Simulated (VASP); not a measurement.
Write the native input for VASP 6.6.1 that does the following.

```
Task                   : relaxation of cell and atoms
Functional             : LDA
Potentials or basis    : VASP PAW LDA potentials, release 64 (Si, W_sv)
Cutoff                 : 600 eV
k mesh                 : 16 × 16 × 16
Occupations            : methfessel-paxton, width 0.1 eV
Spin                   : no spin polarisation
Further INCAR settings : ALGO = Normal; EDIFF = 1e-06; IBRION = 2; EDIFFG = -0.01; NSW = 90; ISIF = 3
```

The structure of Si2W lies in POSCAR:

```
Si2W
1.0
   -1.6069000000      1.6069000000      3.9149500000
    1.6069000000     -1.6069000000      3.9149500000
    1.6069000000      1.6069000000     -3.9149500000
Si W
2 1
Direct
    0.3347000000      0.3347000000      0.0000000000
    0.6653000000      0.6653000000      0.0000000000
    0.0000000000      0.0000000000      0.0000000000
```

The input as run:

INCAR

```
SYSTEM = Si2W
  PREC = Accurate
  ENCUT = 600
  EDIFF = 1E-6
  ISMEAR = 1
  SIGMA = 0.1
  LREAL = .FALSE.
  LASPH = .TRUE.
  NELM = 80
  ALGO = Normal
  ISIF = 3
  LWAVE = .FALSE.
  LCHARG = .FALSE.
  IBRION = 2
  NSW = 90
  EDIFFG = -0.01
```

KPOINTS

```
regular mesh
0
G
  16 16 16
  0 0 0
```

Potentials or basis: VASP PAW LDA potentials, release 64 (Si, W_sv).

Launch:

```console
$ cat potpaw_LDA.64/Si/POTCAR potpaw_LDA.64/W_sv/POTCAR > POTCAR
$ mpirun -np 1 vasp_std > vasp.out
```

Results of the run:

The relaxed volume is 13.19 Å³/atom. The relaxed cell is a = 4.497 Å, b = 4.497 Å, c = 4.497 Å, α = 138.46°, β = 138.46°, γ = 60.20° and the space group after relaxing (to 0.05 Å) is I4/mmm (No. 139). The energy gained by relaxing is 4.6 meV/atom, the ionic steps are 8 and the pressure after relaxing is 0.0 GPa. The band gap on the k mesh is none (metal or under the smearing width).

Wall time 14 min on 1 thread of Intel(R) Xeon(R) Platinum 8488C (Sapphire Rapids), on a shared host, peak memory 0.39 GiB.
